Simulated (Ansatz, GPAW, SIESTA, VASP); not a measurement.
CsZn4P3 (P4/mmm, 8 atoms in the cell) computed with different codes at matched settings

Self-consistent single point.

```xyz
8
Lattice="3.9567 0.0000 0.0000 0.0000 3.9567 0.0000 0.0000 0.0000 10.1810" Properties=species:S:1:pos:R:3 pbc="T T T"
Cs     0.0000     0.0000     5.0905
Zn     1.9783     0.0000     8.6380
Zn     1.9783     0.0000     1.5430
Zn     0.0000     1.9783     8.6380
Zn     0.0000     1.9783     1.5430
P      1.9783     1.9783     7.3986
P      1.9783     1.9783     2.7825
P      0.0000     0.0000     0.0000
```

Shared settings, as Ansatz (a first-principles code) writes them: kpoints.mp_grid.grid = 4 4 2; scf.occupations.method = fermi_dirac; scf.occupations.width = 0.1 eV. Potentials and cutoffs stand in the table.

```csv
code,model,pressure (GPa),largest force (eV/Å),cutoff
SIESTA,"GGA PBEsol, numerical atomic orbitals DZP, PseudoDojo PBEsol standard norm-conserving potentials (rewritten from UPF to PSML)",4.25,1.273,grid 300 Ry
GPAW,"PBEsol, GPAW PAW datasets PBEsol (made by gpaw-setup)",3.81,0.726,800 eV
VASP,"PBEsol, VASP's PBE PAW potentials (set 64)",3.77,0.734,300 eV
Ansatz,"PBEsol, PAW files made with PBE",3.65,0.710,420 eV
```

Size of the force on each atom (eV/Å): Sizes of forces hide their directions.

```
code      Cs1    Zn2    Zn3    Zn4    Zn5     P6     P7     P8
------  -----  -----  -----  -----  -----  -----  -----  -----
SIESTA  0.000  0.396  0.396  0.396  0.396  1.273  1.273  0.000
GPAW    0.000  0.259  0.259  0.259  0.259  0.726  0.726  0.000
VASP    0.000  0.253  0.253  0.253  0.253  0.734  0.734  0.000
Ansatz  0.000  0.249  0.249  0.249  0.249  0.710  0.710  0.000
```

The spread over the programs that give each value: pressure within 0.60 GPa; largest force within 0.563 eV/Å.

SIESTA uses small atom-centred bases, whose incompleteness enters pressures, forces and empty levels differently from a plane-wave cutoff. Ansatz's pressure is given at a fixed set of plane waves, as the other plane-wave codes print theirs; with its correction for the finite basis it is 3.70 GPa. In the force vectors, SIESTA (by 0.547) lies more than 0.08 eV/Å from the median of the plane-wave programs.

The shared mesh is coarse (it stands for a supercell whose shortest vector is 16 Å), so the values are not converged in it.

VASP's run is marked for a possible Pulay error in its stress at this cutoff; no cutoff test was made.

The starting cell comes from a database of computed structures (which also holds hypothetical and non-ambient phases and stackings), without a prior relaxation at this level. Its lattice was rescaled by a random factor within 2.5 % of one.

Left out of this page: CP2K and Elk (not drawn, or without a comparable value).

Keys are those of Ansatz 0.2.
